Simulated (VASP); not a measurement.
## CdSe: relaxation of cell and atoms with PBE

Crystal: CdSe.

```xyz
2
Lattice="0.0000 3.0703 3.0703 3.0703 0.0000 3.0703 3.0703 3.0703 0.0000" Properties=species:S:1:pos:R:3 pbc="T T T"
Cd    0.0000    0.0000    0.0000
Se    4.6054    4.6054    4.6054
```

Measurements of this composition are mostly on another form, of space group No. 186.

| Property | Result |
| --- | --- |
| Program | VASP 6.6.1 |
| Task | relaxation of cell and atoms |
| Functional | PBE |
| Potentials or basis | VASP PAW PBE potentials, release 64 (Cd, Se) |
| Cutoff | 350 eV |
| k mesh | 10 × 10 × 10 |
| Occupations | gaussian, width 0.02 eV |
| Spin | no spin polarisation |
| Further INCAR settings | ALGO = Normal; EDIFF = 1e-07; IBRION = 2; EDIFFG = -0.002; NSW = 80; ISIF = 3 |

```
Relaxed volume                         : 29.69 Å³/atom
Relaxed cell                           : a = 4.379 Å, b = 4.379 Å, c = 4.379 Å, α = 60.00°, β = 60.00°, γ = 60.00°
Space group after relaxing (to 0.05 Å) : F-43m (No. 216)
Energy gained by relaxing              : 2.7 meV/atom
Ionic steps                            : 3
Pressure after relaxing                : 0.0 GPa
Band gap on the k mesh                 : 0.49 eV, direct
```

Step by step:
```tsv
step	energy change (eV)	largest force (eV/Å)	pressure (GPa)	volume (Å³)
1	0.0000	0.0000	1.20	57.88
2	-0.0052	0.0000	-0.24	59.72
3	-0.0055	0.0000	0.00	59.38
```

Final structure:
```xyz
2
Lattice="0.0000 3.0966 3.0966 3.0966 0.0000 3.0966 3.0966 3.0966 0.0000" Properties=species:S:1:pos:R:3 pbc="T T T"
Cd    0.0000    0.0000    0.0000
Se    4.6448    4.6448    4.6448
```

Levels at points of the mesh, in eV from the valence-band top:
| k point | band 6 | band 7 | band 8 | band 9 | band 10 | band 11 | band 12 | band 13 |
| --- | --- | --- | --- | --- | --- | --- | --- | --- |
| (0.00, 0.00, 0.00) | -7.43 | 0.00 | 0.00 | 0.00 | 0.49 | 5.93 | 5.93 | 5.93 |
| (0.50, 0.00, 0.00) | -7.18 | -4.09 | -0.68 | -0.68 | 2.32 | 6.42 | 6.42 | 7.26 |
| (0.50, 0.50, 0.00) | -7.12 | -3.84 | -1.68 | -1.68 | 3.23 | 3.69 | 8.87 | 9.89 |

It took 46 s on 1 thread of Intel(R) Xeon(R) Platinum 8375C CPU @ 2.90GHz (Ice Lake) (shared host), peak memory 0.17 GiB.

A hybrid or GW would open this gap; PBE tends to underestimate it.
